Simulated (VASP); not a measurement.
# MnTeS with PBEsol + U: from relaxation to properties, part 2 of 3

Wanted: the relaxed cell of MnTeS and its properties. The cell is invented: it takes the structure of a Materials Project entry for TiTeS (space group 156 there), with some of its atoms replaced by other elements, volume scaled by an estimate. It may not be a known or stable phase.

VASP 6.6.1, plane waves and PAW; the level of theory is named at each step.

Still holding for the runs below: The cell holds one magnetic atom, so no antiferromagnetic order fits into it. The k-mesh is coarse for a metal.

So far, moment of the cell, from the last line of the log (μB): step 2 (rough relaxation of the start cell) 4.12; step 3 (full relaxation (PBEsol + U)) 3.57; step 4 (second relaxation) 3.52.

### Step 6. Bands along the symmetry lines (PBEsol + U)

This step: PBEsol, DFT+U (Mn d 5.3 eV), spin-polarised from a ferromagnetic start; plane waves and PAW (Te, Mn_pv, S); invented cell (VASP 6.6.1).

The mesh alone shows little of the dispersion and can miss band extrema, so KPOINTS_OPT adds a path through the symmetry points after the self-consistent cycle.

INCAR

```
SYSTEM = MnTeS
PREC = Accurate
ENCUT = 400
EDIFF = 1E-06
NELM = 100
ISMEAR = 0
SIGMA = 0.05
LREAL = .FALSE.
ALGO = Normal
GGA = PS
NBANDS = 27
ISPIN = 2
MAGMOM = -0.415 4.291 -0.202
LDAU = .TRUE.
LDAUTYPE = 2
LDAUL = -1 2 -1
LDAUU = 0 5.3 0
LDAUJ = 0 0 0
LDAUPRINT = 1
LASPH = .TRUE.
LMAXMIX = 4
LORBIT = 11
LWAVE = .FALSE.
LCHARG = .FALSE.
```

POSCAR

```
MnTeS
1.0
    3.7305807492      0.0000000167      0.0000000000
   -1.8652898446      3.2307772556      0.0000000000
    0.0000000000      0.0000000000      5.4074965999
Te Mn S
1 1 1
Direct
    0.0000000000      0.0000000000      0.7020784953
    0.3333333300      0.6666666700      0.0408115017
    0.6666666700      0.3333333300      0.2571090030
```

KPOINTS

```
Automatic mesh
0
Gamma
6 6 4
0 0 0
```

KPOINTS_OPT

```
Line mode
16
Line-mode
Reciprocal
  0.00000000   0.00000000   0.00000000 GAMMA
  0.50000000   0.00000000   0.00000000 M

  0.50000000   0.00000000   0.00000000 M
  0.33333333   0.33333333   0.00000000 K

  0.33333333   0.33333333   0.00000000 K
  0.00000000   0.00000000   0.00000000 GAMMA

  0.00000000   0.00000000   0.00000000 GAMMA
  0.00000000   0.00000000   0.50000000 A

  0.00000000   0.00000000   0.50000000 A
  0.50000000   0.00000000   0.50000000 L

  0.50000000   0.00000000   0.50000000 L
  0.33333333   0.33333333   0.50000000 H

  0.33333333   0.33333333   0.50000000 H
  0.00000000   0.00000000   0.50000000 A

  0.50000000   0.00000000   0.50000000 L
  0.50000000   0.00000000   0.00000000 M

  0.33333333   0.33333333   0.00000000 K
  0.33333333   0.33333333   0.50000000 H
```

Potentials, in the order of the species: Te, Mn_pv and S (PBE family, release 64).

Command:

```
$ mpirun -np 1 vasp_std
```

Run time: 78 s. Hardware: 1 MPI rank of Intel Xeon 6975P-C (Granite Rapids), shared host; peak memory 0.23 GiB.

Spin-orbit coupling is off here; with elements this heavy it splits and shifts levels by tenths of an eV or more.

This step gave:

```yaml
bands: 27
pressure: -0.02621 GPa
```

Spin up. The electronic bands at the labelled points (eV, zero at the Fermi level; # counts the bands kept):

| point | #6 | #7 | #8 | #9 | #10 | #11 | #12 | #13 |
| --- | --- | --- | --- | --- | --- | --- | --- | --- |
| Γ | -3.96 | -0.11 | -0.11 | 1.38 | 1.38 | 1.55 | 3.93 | 5.97 |
| 0.47 of the way | -3.83 | -2.49 | -1.11 | -0.83 | 1.25 | 1.51 | 5.05 | 6.35 |
| M | -3.53 | -3.16 | -2.77 | -2.08 | -0.53 | 1.41 | 4.32 | 5.48 |
| 0.47 of the way | -3.93 | -2.83 | -2.68 | -1.92 | -0.67 | 0.26 | 4.28 | 5.59 |
| K | -4.47 | -1.95 | -1.94 | -1.83 | -1.65 | -0.90 | 3.48 | 7.93 |
| 0.47 of the way | -3.69 | -2.92 | -2.63 | -0.37 | 0.31 | 0.94 | 5.28 | 6.40 |
| Γ | -3.96 | -0.11 | -0.11 | 1.38 | 1.38 | 1.55 | 3.93 | 5.97 |
| 0.53 of the way | -3.44 | -0.24 | -0.24 | 0.14 | 1.61 | 1.61 | 4.57 | 6.55 |
| A | -2.24 | -1.51 | -0.33 | -0.33 | 1.78 | 1.78 | 5.14 | 6.67 |
| 0.47 of the way | -3.15 | -1.80 | -0.82 | -0.71 | 0.11 | 0.82 | 4.85 | 6.02 |
| L | -4.49 | -3.96 | -1.29 | -0.56 | 0.09 | 0.61 | 4.30 | 5.12 |
| 0.47 of the way | -4.40 | -3.94 | -2.40 | -1.89 | 0.62 | 1.30 | 4.93 | 6.23 |
| H | -4.03 | -3.64 | -3.47 | -3.43 | 0.81 | 1.84 | 6.14 | 6.25 |
| 0.47 of the way | -3.51 | -2.29 | -1.76 | -1.14 | 0.17 | 0.73 | 5.42 | 6.53 |
| A | -2.24 | -1.51 | -0.33 | -0.33 | 1.78 | 1.78 | 5.14 | 6.67 |
| jump to L | -4.49 | -3.96 | -1.29 | -0.56 | 0.09 | 0.61 | 4.30 | 5.12 |
| 0.53 of the way | -4.04 | -3.70 | -1.80 | -1.78 | 0.33 | 0.87 | 4.13 | 4.70 |
| M | -3.53 | -3.16 | -2.77 | -2.08 | -0.53 | 1.41 | 4.32 | 5.48 |
| jump to K | -4.47 | -1.95 | -1.94 | -1.83 | -1.65 | -0.90 | 3.48 | 7.93 |
| 0.47 of the way | -4.39 | -2.96 | -2.91 | -2.48 | -0.31 | 0.50 | 4.51 | 7.62 |
| H | -4.03 | -3.64 | -3.47 | -3.43 | 0.81 | 1.84 | 6.14 | 6.25 |

Of the projections kept (Te, Mn, S), the largest for each band there; the rest of the weight can lie on other orbitals:

| point | #6 | #7 | #8 | #9 | #10 | #11 | #12 | #13 |
| --- | --- | --- | --- | --- | --- | --- | --- | --- |
| Γ | Mn 0.79 | S 0.73 | S 0.73 | Te 0.91 | Te 0.91 | S 0.55 | S 0.49 | Te 0.62 |
| M | Mn 0.63 | S 0.40 | S 0.49 | S 0.51 | Te 0.44 | Te 0.54 | Mn 0.59 | Mn 0.42 |
| K | Mn 0.78 | S 0.48 | Mn 0.40 | Te 0.44 | Te 0.39 | Te 0.57 | Mn 0.68 | S 0.44 |
| Γ | Mn 0.79 | S 0.73 | S 0.73 | Te 0.91 | Te 0.91 | S 0.55 | S 0.49 | Te 0.62 |
| A | Te 0.67 | S 0.55 | S 0.69 | S 0.69 | Te 0.76 | Te 0.76 | Mn 0.58 | Te 0.71 |
| L | Mn 0.90 | Mn 0.82 | S 0.66 | S 0.60 | Te 0.76 | Te 0.49 | Mn 0.48 | Te 0.67 |

Spin down. Electronic bands along the path, in eV, zero at the Fermi level; # counts the bands kept:

| point | #3 | #4 | #5 | #6 | #7 | #8 | #9 | #10 |
| --- | --- | --- | --- | --- | --- | --- | --- | --- |
| Γ | -2.04 | 0.76 | 0.76 | 1.02 | 3.00 | 3.00 | 3.37 | 4.00 |
| 0.47 of the way | -2.26 | -1.82 | -0.06 | -0.05 | 2.61 | 3.48 | 3.57 | 4.24 |
| M | -3.11 | -2.52 | -1.83 | -0.68 | 1.96 | 3.56 | 3.82 | 4.22 |
| 0.47 of the way | -3.08 | -2.95 | -1.81 | -1.37 | 2.80 | 3.35 | 3.74 | 3.95 |
| K | -3.40 | -2.64 | -2.07 | -1.94 | 3.01 | 3.18 | 3.64 | 4.12 |
| 0.47 of the way | -3.34 | -2.04 | -0.93 | -0.44 | 2.87 | 3.44 | 3.88 | 3.95 |
| Γ | -2.04 | 0.76 | 0.76 | 1.02 | 3.00 | 3.00 | 3.37 | 4.00 |
| 0.53 of the way | -1.96 | -0.40 | 0.52 | 0.52 | 3.01 | 3.01 | 3.36 | 4.30 |
| A | -1.88 | -1.88 | 0.34 | 0.34 | 2.97 | 2.97 | 3.35 | 4.62 |
| 0.47 of the way | -2.10 | -1.22 | -0.99 | -0.33 | 2.72 | 3.37 | 3.65 | 3.97 |
| L | -2.39 | -1.48 | -0.84 | -0.66 | 2.51 | 3.55 | 3.76 | 4.18 |
| 0.47 of the way | -3.02 | -2.50 | -0.75 | -0.50 | 2.80 | 3.66 | 3.85 | 3.88 |
| H | -3.83 | -3.71 | -0.57 | -0.55 | 3.36 | 3.39 | 3.52 | 4.17 |
| 0.47 of the way | -2.49 | -1.79 | -0.79 | -0.68 | 2.96 | 3.21 | 3.60 | 3.93 |
| A | -1.88 | -1.88 | 0.34 | 0.34 | 2.97 | 2.97 | 3.35 | 4.62 |
| jump to L | -2.39 | -1.48 | -0.84 | -0.66 | 2.51 | 3.55 | 3.76 | 4.18 |
| 0.53 of the way | -2.48 | -2.46 | -0.99 | -0.75 | 2.17 | 3.59 | 3.72 | 4.24 |
| M | -3.11 | -2.52 | -1.83 | -0.68 | 1.96 | 3.56 | 3.82 | 4.22 |
| jump to K | -3.40 | -2.64 | -2.07 | -1.94 | 3.01 | 3.18 | 3.64 | 4.12 |
| 0.47 of the way | -4.12 | -2.62 | -1.52 | -1.21 | 3.22 | 3.32 | 3.54 | 4.15 |
| H | -3.83 | -3.71 | -0.57 | -0.55 | 3.36 | 3.39 | 3.52 | 4.17 |

Of the projections kept (Te, Mn, S), the largest for each band there; the rest of the weight can lie on other orbitals:

| point | #3 | #4 | #5 | #6 | #7 | #8 | #9 | #10 |
| --- | --- | --- | --- | --- | --- | --- | --- | --- |
| Γ | S 0.68 | Te 0.80 | Te 0.80 | S 0.48 | Mn 0.98 | Mn 0.98 | Mn 0.91 | Mn 0.82 |
| M | S 0.60 | S 0.74 | Te 0.55 | Te 0.62 | Mn 0.86 | Mn 0.97 | Mn 0.99 | Mn 0.94 |
| K | Te 0.70 | S 0.75 | S 0.47 | Te 0.80 | Mn 0.94 | Mn 0.93 | Mn 0.93 | Mn 0.93 |
| Γ | S 0.68 | Te 0.80 | Te 0.80 | S 0.48 | Mn 0.98 | Mn 0.98 | Mn 0.91 | Mn 0.82 |
| A | S 0.73 | S 0.73 | Te 0.82 | Te 0.82 | Mn 0.98 | Mn 0.98 | Mn 0.87 | Mn 0.76 |
| L | S 0.74 | S 0.55 | Te 0.80 | Te 0.55 | Mn 0.94 | Mn 0.95 | Mn 0.98 | Mn 0.94 |

There is no gap at this level.

### Step 7. Total and projected DOS (PBEsol + U)

A density of states needs more k-points than a total energy; ISMEAR = -5 takes tetrahedra, and LORBIT projects the states on the PAW spheres. The mesh is finer than in the run before.

Edit INCAR of step 6 so:

```diff
@@ -5,3 +5,3 @@
 NELM = 100
-ISMEAR = 0
+ISMEAR = -5
 SIGMA = 0.05
@@ -24 +24,2 @@
 LCHARG = .FALSE.
+NEDOS = 2001
```

POSCAR is that of step 6.

KPOINTS

```
Automatic mesh
0
Gamma
9 9 5
0 0 0
```

Command:

```
$ mpirun -np 1 vasp_std
```

Run time: 41 s. Hardware: 1 MPI rank; peak memory 0.24 GiB.

With tetrahedra the forces and stress of a metal are not exact derivatives of the energy.

Numbers from this step:

```
SCF cycles                                        : 15
irreducible k-points                              : 50
Fermi energy                                      : 6.157 eV
pressure                                          : 0.09599 GPa
moment of the cell, from the last line of the log : 3.458 μB
DOS at the Fermi level                            : 1.489 states/eV/cell
```

The density of states has structure finer than the step of the table below, so its rows give means over 1 eV, whole bins alone (the curve runs from -12.0 to 7.75 eV). Peaks (eV: height): total up -5.6: 4.11, -5.3: 7.72, -5.1: 9.43, -4.9: 10.4; total down 3.5: 3.69, 3.8: 5.83, 4.0: 5.63, 4.4: 5.20; Mn d up -5.6: 2.38, -5.3: 5.49, -5.1: 7.21, -4.9: 8.88; Mn d down 3.5: 2.60, 3.8: 4.49, 4.0: 4.22, 4.4: 3.74; S p down -4.8: 0.340, -2.4: 0.611, -0.9: 0.268, -0.5: 0.322.

States under -12.0 eV and over 7.8 eV are left out. Table of density of states by energy, zero at the Fermi level; means over each step; 7 of 10 lines; values in states/eV/cell:

| energy (eV) | total up | total down | Mn d up | Mn d down | S p down | Te p up | Te p down |
| --- | --- | --- | --- | --- | --- | --- | --- |
| -11 | 0.473 | 0.917 | 0.00843 | 0.00597 | 0.00347 | 0.00241 | 0.00337 |
| -10 | 0.523 | 6.7e-4 | 0.0148 | 0 | 0 | 0.00176 | 1.3e-6 |
| -9 | 0 | 0 | 0 | 0 | 0 | 0 | 0 |
| -8 | 0 | 0 | 0 | 0 | 0 | 0 | 0 |
| -7 | 0 | 0 | 0 | 0 | 0 | 0 | 0 |
| -6 | 1.04 | 0 | 0.563 | 0 | 0 | 0.0444 | 0 |
| -5 | 4.10 | 0.851 | 3.21 | 0.0135 | 0.154 | 0.0845 | 0.142 |
| -4 | 0.989 | 0.902 | 0.374 | 0.0237 | 0.197 | 0.0879 | 0.138 |
| -3 | 0.961 | 1.01 | 0.199 | 0.0394 | 0.299 | 0.130 | 0.118 |
| -2 | 1.00 | 1.23 | 0.130 | 0.0836 | 0.351 | 0.145 | 0.186 |
| -1 | 0.915 | 1.29 | 0.107 | 0.122 | 0.191 | 0.135 | 0.389 |
| 0 | 0.915 | 0.675 | 0.101 | 0.0618 | 0.0964 | 0.233 | 0.235 |
| 1 | 1.14 | 0.0345 | 0.117 | 0.00196 | 0.00627 | 0.381 | 0.0129 |
| 2 | 0.0994 | 0.126 | 0.00858 | 0.0604 | 0.00278 | 0.0403 | 0.00198 |
| 3 | 0 | 1.62 | 0 | 1.05 | 0.0184 | 0 | 0.0412 |
| 4 | 0.180 | 3.17 | 0.00401 | 2.34 | 0.0990 | 0.00822 | 0.0921 |
| 5 | 0.927 | 0.419 | 0.0232 | 0.130 | 0.0194 | 0.0404 | 0.0182 |
| 6 | 0.700 | 0.918 | 0.0191 | 0.117 | 0.0475 | 0.0399 | 0.0407 |
| 7 | 1.14 | 0.875 | 0.0337 | 0.117 | 0.0421 | 0.0471 | 0.0380 |

Force by atom:

| atom | x (eV/Å) | y (eV/Å) | z (eV/Å) | size |
| --- | --- | --- | --- | --- |
| Te1 | 0.0000 | 0.0000 | 0.0689 | 0.0689 |
| Mn2 | 0.0000 | 0.0000 | -0.0235 | 0.0235 |
| S3 | 0.0000 | 0.0000 | -0.0455 | 0.0455 |

The finer mesh and the other smearing move the Fermi level by -0.02 eV from the 6×6×4 run, a small shift, which tests the Fermi level alone. Of the states within 0.3 eV of the Fermi level, the largest shares in the PAW spheres are Te p 30 %, Mn d 10 % and S p 5 %. The rest lies in smaller channels or between the spheres.

### Step 8. Volume scan with PBEsol + U, volume scale 0.94

An equation of state needs energies on both sides of the minimum, all on one mesh and cutoff.

Edit INCAR of step 7 so:

```diff
@@ -5,3 +5,3 @@
 NELM = 100
-ISMEAR = -5
+ISMEAR = 0
 SIGMA = 0.05
@@ -10,3 +10,3 @@
 GGA = PS
-NBANDS = 27
+NBANDS = 20
 ISPIN = 2
@@ -24,2 +24,2 @@
 LCHARG = .FALSE.
-NEDOS = 2001
+ISIF = 2
```

POSCAR

```
MnTeS
1.0
    3.6544250794      0.0000000164      0.0000000000
   -1.8272120205      3.1648245199      0.0000000000
    0.0000000000      0.0000000000      5.2971085522
Te Mn S
1 1 1
Direct
    0.0000000000      0.0000000000      0.7020784953
    0.3333333300      0.6666666700      0.0408115017
    0.6666666700      0.3333333300      0.2571090030
```

KPOINTS

```
Automatic mesh
0
Gamma
6 6 4
0 0 0
```

Command:

```
$ mpirun -np 1 vasp_std
```

The job ended after 18 s (1 MPI rank; peak memory 0.19 GiB).

The scan keeps the cell's shape and the fractional positions fixed.

This step gave:

```
SCF cycles                                        : 16
bands                                             : 20
irreducible k-points                              : 24
free energy (TOTEN)                               : -15.77 eV
energy at zero smearing                           : -15.77 eV
Fermi energy                                      : 6.979 eV
pressure                                          : 4.335 GPa
moment of the cell, from the last line of the log : 3.498 μB
```

Spin moment in the PAW sphere by atom:

| atom | spin moment in the PAW sphere (μB) |
| --- | --- |
| Te1 | -0.40 |
| Mn2 | 4.21 |
| S3 | -0.19 |

Force by atom:

| atom | x (eV/Å) | y (eV/Å) | z (eV/Å) | size |
| --- | --- | --- | --- | --- |
| Te1 | 0.000 | 0.000 | -0.125 | 0.125 |
| Mn2 | 0.000 | 0.000 | -0.148 | 0.148 |
| S3 | 0.000 | 0.000 | 0.272 | 0.272 |

The pressure here is 4.33 GPa.

### Step 9. Volume scan with PBEsol + U, volume scale 0.96

INCAR is that of step 8.

POSCAR

```
MnTeS
1.0
    3.6801613152      0.0000000165      0.0000000000
   -1.8400801348      3.1871127509      0.0000000000
    0.0000000000      0.0000000000      5.3344133626
Te Mn S
1 1 1
Direct
    0.0000000000      0.0000000000      0.7020784953
    0.3333333300      0.6666666700      0.0408115017
    0.6666666700      0.3333333300      0.2571090030
```

KPOINTS is that of step 8.

Command:

```
$ mpirun -np 1 vasp_std
```

The job ended after 18 s (1 MPI rank; peak memory 0.19 GiB).

Numbers from this step:

* free energy (TOTEN): -15.80 eV
* energy at zero smearing: -15.80 eV
* Fermi energy: 6.700 eV
* pressure: 2.729 GPa
* moment of the cell, from the last line of the log: 3.511 μB

Spin moment in the PAW sphere by atom:

| atom | spin moment in the PAW sphere (μB) |
| --- | --- |
| Te1 | -0.40 |
| Mn2 | 4.24 |
| S3 | -0.19 |

Force by atom:

| atom | x (eV/Å) | y (eV/Å) | z (eV/Å) | size |
| --- | --- | --- | --- | --- |
| Te1 | 0.000 | 0.000 | -0.079 | 0.079 |
| Mn2 | 0.000 | 0.000 | -0.099 | 0.099 |
| S3 | 0.000 | 0.000 | 0.178 | 0.178 |

The pressure falls from 4.33 to 2.73 GPa.

The run ends at a pressure of 2.73 GPa, with forces up to 0.18 eV/Å.

### Step 10. Volume scan with PBEsol + U, volume scale 0.98

INCAR is that of step 9.

POSCAR

```
MnTeS
1.0
    3.7055425401      0.0000000166      0.0000000000
   -1.8527707436      3.2090935334      0.0000000000
    0.0000000000      0.0000000000      5.3712035829
Te Mn S
1 1 1
Direct
    0.0000000000      0.0000000000      0.7020784953
    0.3333333300      0.6666666700      0.0408115017
    0.6666666700      0.3333333300      0.2571090030
```

KPOINTS is that of step 9.

Command:

```
$ mpirun -np 1 vasp_std
```

Wall time 19 s (1 MPI rank); peak memory 0.19 GiB.

The pressure falls from 2.73 to 1.27 GPa.

The run ends at a pressure of 1.27 GPa, with forces up to 0.087 eV/Å.

### Step 11. Volume scan with PBEsol + U, volume scale 1

INCAR is that of step 10.

POSCAR

```
MnTeS
1.0
    3.7305807492      0.0000000167      0.0000000000
   -1.8652898446      3.2307772556      0.0000000000
    0.0000000000      0.0000000000      5.4074965999
Te Mn S
1 1 1
Direct
    0.0000000000      0.0000000000      0.7020784953
    0.3333333300      0.6666666700      0.0408115017
    0.6666666700      0.3333333300      0.2571090030
```

KPOINTS is that of step 10.

Command:

```
$ mpirun -np 1 vasp_std
```

It took 20 s on 1 MPI rank; peak memory 0.19 GiB.

The pressure falls from 1.27 to -0.04 GPa.

The run ends at a pressure of -0.04 GPa, with forces up to 0.0090 eV/Å.

### Step 12. Volume scan with PBEsol + U, volume scale 1.02

INCAR is that of step 11.

POSCAR

```
MnTeS
1.0
    3.7552873020      0.0000000168      0.0000000000
   -1.8776431175      3.2521737550      0.0000000000
    0.0000000000      0.0000000000      5.4433088793
Te Mn S
1 1 1
Direct
    0.0000000000      0.0000000000      0.7020784953
    0.3333333300      0.6666666700      0.0408115017
    0.6666666700      0.3333333300      0.2571090030
```

KPOINTS is that of step 11.

Command:

```
$ mpirun -np 1 vasp_std
```

The job ended after 18 s (1 MPI rank; peak memory 0.19 GiB).

The pressure falls from -0.04 to -1.16 GPa.

The run ends at a pressure of -1.16 GPa, with forces up to 0.083 eV/Å.

### Step 13. Volume scan with PBEsol + U, volume scale 1.04

INCAR is that of step 12.

POSCAR

```
MnTeS
1.0
    3.7796729678      0.0000000169      0.0000000000
   -1.8898359469      3.2732923582      0.0000000000
    0.0000000000      0.0000000000      5.4786560313
Te Mn S
1 1 1
Direct
    0.0000000000      0.0000000000      0.7020784953
    0.3333333300      0.6666666700      0.0408115017
    0.6666666700      0.3333333300      0.2571090030
```

KPOINTS is that of step 12.

Command:

```
$ mpirun -np 1 vasp_std
```

The job ended after 30 s (1 MPI rank; peak memory 0.21 GiB).

The pressure falls from -1.16 to -2.27 GPa.

The run ends at a pressure of -2.27 GPa, with forces up to 0.16 eV/Å.

### Step 14. Volume scan with PBEsol + U, volume scale 1.06

A prediction first. A parabola through the 6 pressures of evenly scaled cells so far, P = -0.02 -62.0 t +135 t² GPa with t = ln(V/V₁) and V₁ the volume at scale 1, gives -3.18 GPa at t = +0.0583.

INCAR is that of step 13.

POSCAR

```
MnTeS
1.0
    3.8037479670      0.0000000170      0.0000000000
   -1.9018734431      3.2941419162      0.0000000000
    0.0000000000      0.0000000000      5.5135528705
Te Mn S
1 1 1
Direct
    0.0000000000      0.0000000000      0.7020784953
    0.3333333300      0.6666666700      0.0408115017
    0.6666666700      0.3333333300      0.2571090030
```

KPOINTS is that of step 13.

Command:

```
$ mpirun -np 1 vasp_std
```

It took 31 s on 1 MPI rank; peak memory 0.21 GiB.

The pressure falls from -2.27 to -3.21 GPa. The parabola predicted -3.18 GPa, +0.03 GPa off.

(Part 2 of 3 ends here.)

[Lines on the potential files, build, host, timing and source positions are cut from VASP's logs without a mark.]

[Logs are printed without paths, hosts, clocks, repeated set-up lines and the standing remarks that a program may print on its own settings, such as how far it seeks lower states.]

[Hosts, paths, dates, database ids (printed as entryN), source tags and the programs' standing remarks are cut or masked in the printed files.]

[A measured line is paired with the nearest computed mode of its activity, which favours agreement.]
